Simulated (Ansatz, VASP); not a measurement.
# HfS2: VASP beside Ansatz, part 2 of 2

Wanted: the spread between two codes on one cell, functional and k mesh. The structure shown is the start of the Ansatz relaxation below; VASP solves that cell, so the two are compared at the walk's first step.

VASP 6.6.1 and Ansatz 0.2.0.

So far. Step 4 (Differences): The forces differ by 30 meV/Å r.m.s., which is 52.2 % of the r.m.s. force of 0.058 eV/Å (both taken over all components). With vacuum in the cell, a pressure given here is an average over mostly empty space and none of the material.

### 6. VASP: single point, PBE with D3(BJ), start cell, pair 2

Level of this step: PBE with D3(BJ); plane waves and PAW (Hf_pv, S) (VASP).

The same cell, functional, mesh and smearing now go to VASP, with its own data sets.

File INCAR:

```
SYSTEM = HfS2
PREC = Accurate
ENCUT = 400
EDIFF = 1E-06
NELM = 120
ISMEAR = -1
SIGMA = 0.02
LREAL = .FALSE.
ALGO = Normal
GGA = PE
IVDW = 12
NBANDS = 28
LASPH = .TRUE.
LORBIT = 11
LWAVE = .FALSE.
LCHARG = .FALSE.
ISIF = 2
LDIPOL = .TRUE.
IDIPOL = 3
DIPOL = 0.5 0.5 0.5
LVHAR = .TRUE.
GGA_COMPAT = .FALSE.
EFERMI = MIDGAP
NELMDL = -8
KPAR = 2
```

File POSCAR:

```
HfS2
1.0
    3.6400000000      0.0000000000      0.0000000000
   -1.8200000000      3.1523320000      0.0000000000
    0.0000000000      0.0000000000     44.8000000000
Hf S
2 4
Direct
    0.0000000000      0.0000000000      0.4341517857
    0.0000000000      0.0000000000      0.5658482143
    0.3333333862      0.6666667724      0.4665178571
    0.6666666138      0.3333332276      0.4017857143
    0.3333333862      0.6666667724      0.5982142857
    0.6666666138      0.3333332276      0.5334821429
```

File KPOINTS:

```
Automatic mesh
0
Gamma
6 6 1
0 0 0
```

PAW data sets: Hf_pv and S (PBE family, release 64).

On the command line:

```
> mpirun -np 2 vasp_std
```

Numbers of over 12 decimals in the logs are rounded to 6 here.

Log:

```text
[banner, memory and clock lines left out]
running    2 mpi-ranks, on    1 nodes
[...]
LDA part: xc-table for (Slater+PW92), standard interpolation
 POSCAR, INCAR and KPOINTS ok, starting setup
[...]
entering main loop
       N       E                     dE             d eps       ncg     rms          rms(c)
DAV:   1     0.273273280012E+03    0.27327E+03   -0.16531E+04   504   0.948E+02
DAV:   2    -0.965820484812E+01   -0.28293E+03   -0.27859E+03   548   0.210E+02
DAV:   3    -0.484236241938E+02   -0.38765E+02   -0.38277E+02   468   0.773E+01
DAV:   4    -0.495064307804E+02   -0.10828E+01   -0.10783E+01   496   0.160E+01
[...]
DAV:  26    -0.457945061892E+02   -0.40223E-05   -0.87691E-08   228   0.711E-04    0.201E-03
DAV:  27    -0.457945082188E+02   -0.20296E-05   -0.51518E-08   212   0.551E-04    0.521E-04
DAV:  28    -0.457945088701E+02   -0.65121E-06   -0.17810E-08   196   0.366E-04
   1 F= -.47434645E+02 E0= -.47434645E+02  d E =-.969626E-14
```

From OUTCAR (step 6):

```text
 Edisp (eV)   -1.64014

  Total      -1.67487    -1.67487    -1.08137    -0.00000     0.00000     0.00000
  in kB      -5.22012    -5.22012    -3.37033    -0.00000     0.00000     0.00000
  external pressure =       -4.60 kB  Pullay stress =        0.00 kB

 POSITION                                       TOTAL-FORCE (eV/Angst)
 -----------------------------------------------------------------------------------
      0.00000      0.00000     19.45000         0.000000      0.000000      0.035853
      0.00000      0.00000     25.35000         0.000000     -0.000000     -0.035853
      0.00000      2.10155     20.90000         0.000000      0.000000     -0.120419
      1.82000      1.05078     18.00000         0.000000      0.000000      0.133722
      0.00000      2.10155     26.80000        -0.000000     -0.000000     -0.133722
      1.82000      1.05078     23.90000        -0.000000     -0.000000      0.120419
 -----------------------------------------------------------------------------------
    total drift:                                0.000000     -0.000000     -0.000000

  FREE ENERGIE OF THE ION-ELECTRON SYSTEM (eV)
  ---------------------------------------------------
  free  energy   TOTEN  =       -47.4346450987 eV

  energy  without entropy=      -47.4346450987  energy(sigma->0) =      -47.43464510

[... 3 further parts left out ...]
[key lines of the parts left out:]
E-fermi :  -3.2689
```

### 7. Differences

What differs besides the data sets and the points named for the pairs above, as far as they apply: the data sets hold 76 valence electrons in Ansatz (on its PAW soft_1 files) and 44 in VASP. Total energies have different zeros and are not compared.

Forces (eV/Å; atoms numbered as in POSCAR):

| atom | Ansatz x, y, z | VASP x, y, z |
| --- | --- | --- |
| Hf1 | 0.000, 0.000, 0.037 | 0.000, 0.000, 0.036 |
| Hf2 | 0.000, 0.000, -0.037 | 0.000, 0.000, -0.036 |
| S3 | 0.000, 0.000, -0.055 | 0.000, 0.000, -0.120 |
| S4 | 0.000, 0.000, 0.069 | 0.000, 0.000, 0.134 |
| S5 | 0.000, 0.000, -0.069 | 0.000, 0.000, -0.134 |
| S6 | 0.000, 0.000, 0.055 | 0.000, 0.000, 0.120 |

The forces differ by 31 meV/Å r.m.s., which is 50.0 % of the r.m.s. force of 0.061 eV/Å (both taken over all components). With vacuum in the cell, a pressure given here is an average over mostly empty space and none of the material.

### 8. Ansatz: relaxation, PBE with D3(BJ)

The two programs are compared at the cell with which this relaxation starts, whose forces are those of its first step. This pair takes another cell of the material, with 9 atoms against 6 for the pair before.

The structure compared here is the start of the Ansatz relaxation; VASP solves that cell, so the two are compared at the walk's first step.

File input.yaml:

```yaml
crystal:
  lattice:
    - [3.64, 0.0, 0.0]
    - [-1.82, 3.1523324698, 0.0]
    - [0.0, 0.0, 56.6]
  atoms:
    - { symbol: Hf, position: [0.0, 0.0, 0.3957597173] }
    - { symbol: S, position: [0.3333333333, 0.6666666667, 0.4213780919] }
    - { symbol: S, position: [0.6666666667, 0.3333333333, 0.3701413428] }
    - { symbol: Hf, position: [0.0, 0.0, 0.5] }
    - { symbol: S, position: [0.3333333333, 0.6666666667, 0.5256183745] }
    - { symbol: S, position: [0.6666666667, 0.3333333333, 0.4743816255] }
    - { symbol: Hf, position: [0.0, 0.0, 0.6042402827] }
    - { symbol: S, position: [0.3333333333, 0.6666666667, 0.6298586572] }
    - { symbol: S, position: [0.6666666667, 0.3333333333, 0.5786219081] }
  periodic: [true, true, false]
kpoints:
  mp_grid: { grid: [6, 6, 1] }
hamiltonian:
  xc: pbe
  dispersion: d3bj
  pseudopotentials: { kind: paw, azcp: { folder: soft_1 } }
scf:
  occupations: { method: fermi_dirac, width: 0.02 }
relax:
  f_tol: 0.01
  max_steps: 100
  cell: {}
```

On the command line:

```
> ansatz run input.yaml --threads 3 --pin off --max-ram 92160MiB --backend cuda --events-out ev --progress --plain --runs-dir out --devices 1 --max-vram 13GiB
```

Log:

```text
GPUs: using 1 of 1 available (devices: 1).
[...]
GPU FFT provider: cuFFT
GPU libraries: cuBLAS 13.8.2, cuFFT 12.4.0, cuSOLVER 12.3.4
Crystal: 9 atoms, lattice volume = 649.456 Å³
Basis set: ecut = 420 eV, 12489 PW (Γ), exchange–correlation on 50×50×768 points (8 copies of the dense FFT grid, shifted against one another)
[...]
- { symbol: S, position: [0.333333, 0.666667, 0.423580] }
    - { symbol: S, position: [0.666667, 0.333333, 0.372190] }
    - { symbol: Hf, position: [0, 0, 0.500000] }
    - { symbol: S, position: [0.333333, 0.666667, 0.525655] }
    - { symbol: S, position: [0.666667, 0.333333, 0.474345] }
    - { symbol: Hf, position: [0, 0, 0.602089] }
    - { symbol: S, position: [0.333333, 0.666667, 0.627810] }
    - { symbol: S, position: [0.666667, 0.333333, 0.576420] }
[key lines of the parts left out:]
SCF converged after 9 iterations
Free energy (F): -52595.688818 eV
Fermi energy:    -5.764586 eV
P = ½ c Tr σ = 0.0138 N/m
```

### 9. VASP: single point, PBE with D3(BJ), start cell, pair 3

The same cell, functional, mesh and smearing now go to VASP, with its own data sets.

Edit INCAR of step 6 so:

```diff
@@ -11,3 +11,3 @@
 IVDW = 12
-NBANDS = 28
+NBANDS = 42
 LASPH = .TRUE.
```

File POSCAR:

```
HfS2
1.0
    3.6400000000      0.0000000000      0.0000000000
   -1.8200000000      3.1523320000      0.0000000000
    0.0000000000      0.0000000000     56.6000000000
Hf S
3 6
Direct
    0.0000000000      0.0000000000      0.3957597173
    0.0000000000      0.0000000000      0.5000000000
    0.0000000000      0.0000000000      0.6042402827
    0.3333333862      0.6666667724      0.4213780919
    0.6666666138      0.3333332276      0.3701413428
    0.3333333862      0.6666667724      0.5256183746
    0.6666666138      0.3333332276      0.4743816254
    0.3333333862      0.6666667724      0.6298586572
    0.6666666138      0.3333332276      0.5786219081
```

KPOINTS is that of step 6.

On the command line:

```
> mpirun -np 2 vasp_std
```

Log:

```text
[banner, memory and clock lines left out]
running    2 mpi-ranks, on    1 nodes
[...]
LDA part: xc-table for (Slater+PW92), standard interpolation
|                                                                             |
|           W    W    AA    RRRRR   N    N  II  N    N   GGGG   !!!           |
|           W    W   A  A   R    R  NN   N  II  NN   N  G    G  !!!           |
|           W    W  A    A  R    R  N N  N  II  N N  N  G       !!!           |
|           W WW W  AAAAAA  RRRRR   N  N N  II  N  N N  G  GGG   !            |
|           WW  WW  A    A  R   R   N   NN  II  N   NN  G    G                |
|           W    W  A    A  R    R  N    N  II  N    N   GGGG   !!!           |
|                                                                             |
|     One of the lattice vectors is very long (>50 A), but AMIN is rather     |
|     large. This can spoil convergence since charge sloshing might occur     |
|     along the long lattice vector. If problems with convergence are         |
|     observed, try to decrease AMIN to a smaller value (e.g. 0.01).          |
|     Note: This warning only applies if the self-consistency cycle is        |
|     used.                                                                   |
|                                                                             |

 POSCAR, INCAR and KPOINTS ok, starting setup
[...]
entering main loop
       N       E                     dE             d eps       ncg     rms          rms(c)
DAV:   1     0.401301380052E+03    0.40130E+03   -0.25531E+04   764   0.974E+02
DAV:   2    -0.200126445122E+02   -0.42131E+03   -0.41279E+03   798   0.233E+02
DAV:   3    -0.725620810567E+02   -0.52549E+02   -0.52134E+02   664   0.771E+01
DAV:   4    -0.742062455034E+02   -0.16442E+01   -0.16347E+01   744   0.162E+01
[...]
DAV:  28    -0.686777512992E+02   -0.18455E-05   -0.24011E-08   308   0.420E-04    0.806E-04
DAV:  29    -0.686777530330E+02   -0.17338E-05   -0.30810E-08   328   0.337E-04    0.332E-04
DAV:  30    -0.686777533056E+02   -0.27260E-06   -0.38453E-09   294   0.169E-04
   1 F= -.71291321E+02 E0= -.71291321E+02  d E =-.197495E-13
```

From OUTCAR (step 9):

```text
 Edisp (eV)   -2.61357

  Total      -2.65856    -2.65856    -1.82179    -0.00000     0.00000     0.00000
  in kB      -6.55854    -6.55853    -4.49427    -0.00000     0.00000     0.00000
  external pressure =       -5.87 kB  Pullay stress =        0.00 kB

 POSITION                                       TOTAL-FORCE (eV/Angst)
 -----------------------------------------------------------------------------------
      0.00000      0.00000     22.40000        -0.000000      0.000000      0.038482
      0.00000      0.00000     28.30000        -0.000000     -0.000000     -0.000000
      0.00000      0.00000     34.20000        -0.000000     -0.000000     -0.038482
      0.00000      2.10155     23.85000         0.000000      0.000000     -0.118104
      1.82000      1.05078     20.95000        -0.000000      0.000000      0.134609
      0.00000      2.10155     29.75000        -0.000000      0.000000     -0.130683
      1.82000      1.05078     26.85000         0.000000     -0.000000      0.130683
      0.00000      2.10155     35.65000         0.000000     -0.000000     -0.134609
      1.82000      1.05078     32.75000         0.000000     -0.000000      0.118104
 -----------------------------------------------------------------------------------
    total drift:                                0.000000     -0.000000     -0.000000

  FREE ENERGIE OF THE ION-ELECTRON SYSTEM (eV)
  ---------------------------------------------------
  free  energy   TOTEN  =       -71.2913211493 eV

  energy  without entropy=      -71.2913211493  energy(sigma->0) =      -71.29132115

[... 3 further parts left out ...]
[key lines of the parts left out:]
E-fermi :  -2.8095
```

### 10. Comparison

What differs besides the data sets and the points named for the pairs above, as far as they apply: the data sets hold 114 valence electrons in Ansatz (on its PAW soft_1 files) and 66 in VASP. Total energies have different zeros and are not compared.

Forces (eV/Å; atoms numbered as in POSCAR):

| atom | Ansatz x, y, z | VASP x, y, z |
| --- | --- | --- |
| Hf1 | 0.000, 0.000, 0.038 | 0.000, 0.000, 0.038 |
| Hf2 | 0.000, 0.000, 0.000 | 0.000, 0.000, 0.000 |
| Hf3 | 0.000, 0.000, -0.038 | 0.000, 0.000, -0.038 |
| S4 | 0.000, 0.000, -0.053 | 0.000, 0.000, -0.118 |
| S5 | 0.000, 0.000, 0.070 | 0.000, 0.000, 0.135 |
| S6 | 0.000, 0.000, -0.065 | 0.000, 0.000, -0.131 |
| S7 | 0.000, 0.000, 0.065 | 0.000, 0.000, 0.131 |
| S8 | 0.000, 0.000, -0.070 | 0.000, 0.000, -0.135 |
| S9 | 0.000, 0.000, 0.053 | 0.000, 0.000, 0.118 |

The forces differ by 31 meV/Å r.m.s., which is 50.0 % of the r.m.s. force of 0.061 eV/Å (both taken over all components). With vacuum in the cell, a pressure given here is an average over mostly empty space and none of the material.

### 11. Results

| Item | Value |
| --- | --- |
| r.m.s. force difference (single point, PBE with D3(BJ), start cell, pair 1) | 30 meV/Å |
| r.m.s. force difference (single point, PBE with D3(BJ), start cell, pair 2) | 31 meV/Å |
| r.m.s. force difference (single point, PBE with D3(BJ), start cell, pair 3) | 31 meV/Å |

What this shows: The r.m.s. force difference is 31 meV/Å (single point, PBE with D3(BJ), start cell, pair 3), beyond the 12 meV/Å picked in this series as the mark of a large difference. The data sets hold unlike numbers of valence electrons (38 in Ansatz and 22 in VASP, 76 in Ansatz and 44 in VASP and 114 in Ansatz and 66 in VASP), so part of the differences comes from the potentials. What causes the difference of the single point, PBE with D3(BJ), start cell, pair 1 pair stays open here. What causes the difference of the single point, PBE with D3(BJ), start cell, pair 2 pair stays open here. What causes the difference of the single point, PBE with D3(BJ), start cell, pair 3 pair stays open here. 3 further runs of this series are not shown here. Such differences can come from data sets, numerical settings and the points named under the comparisons, not from the functional's error against experiment.

[Lines on the potential files, build, host, timing and source positions are cut from VASP's logs without a mark.]

[Logs are printed without paths, hosts, clocks, repeated set-up lines and the standing remarks that a program may print on its own settings, such as how far it seeks lower states.]

[Hosts, paths, dates, database ids (printed as entryN), source tags and the programs' standing remarks are cut or masked in the printed files.]
